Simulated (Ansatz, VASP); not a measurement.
## Two plane-wave programs on AgB2

```
Ag B
1.0
     2.94916    0.00000    0.00000
    -1.47458    2.55405    0.00000
     0.00000    0.00000    3.95967
Ag B
1 2
Direct
  0.00000 0.00000 0.00000
  0.33333 0.66667 0.50000
  0.66667 0.33333 0.50000
```

The cell comes from a database or a generator and needn't be the stable form of this composition.

Alike in both runs: task single point; functional PBEsol; k mesh 11 × 11 × 7; no spin polarisation.

|  | VASP | Ansatz |
| --- | --- | --- |
| version | VASP 6.6.1 | Ansatz 0.2.0 |
| potentials or method | VASP PAW PBE potentials, release 64 (Ag, B) | plane waves, PAW |
| plane-wave cutoff (eV) | 520 | 653 |
| occupations | methfessel-paxton of order 1, width 0.1 eV | methfessel-paxton of order 1 |
| valence electrons in the cell | 17 | 25 |

Ansatz gave:

```
pressure (GPa)                                  : 7.6
largest component of the traceless stress (GPa) : 5.32
```

**Question.** What did VASP give for the same quantities?

**Answer.** Pressure (GPa): 7.6; largest component of the traceless stress (GPa): 5.52.

The two sets of potentials don't hold the same shells in valence.

Caveats: the PAW data sets were made with another functional, which shifts forces and pressure a little (VASP).
